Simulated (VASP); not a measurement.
A convergence study with VASP on MgO (rock salt): one setting is varied, all else stays as given below, so the limit is that of these other settings. ε∞ is the independent-particle value.

```
CELL_PARAMETERS angstrom
      0.00000     2.10500     2.10500
      2.10500     0.00000     2.10500
      2.10500     2.10500     0.00000
ATOMIC_POSITIONS crystal
  Mg 0.00000 0.00000 0.00000
  O  0.50000 0.50000 0.50000
```

Method: PBE GGA, VASP's PBE PAW potentials (set 64) (plane waves; VASP). The tightest run used: 700 eV cut-off, 9×9×9 Γ-centred mesh, Gaussian smearing of 0.050 eV, potentials Mg O.

```csv
setting,mean ε∞,bands
NBANDS = 5,2.22,5
NBANDS = 6,2.57,6
NBANDS = 8,3.00,8
```

**Question.** These are the cheaper rows. Estimate the results at NBANDS = 132, and how far the last row shown lies from them.

**Answer.** 
```json
[
 {"quantity": "mean ε∞", "tightest run": "3.19", "last row shown is off by": "-0.19"}
]
```

Left out are rungs that failed or repeat a setting and relaxations that didn't move; long series are thinned to 24 rows.

The compound is MgO in the rock salt structure. The cell was not relaxed at this level.
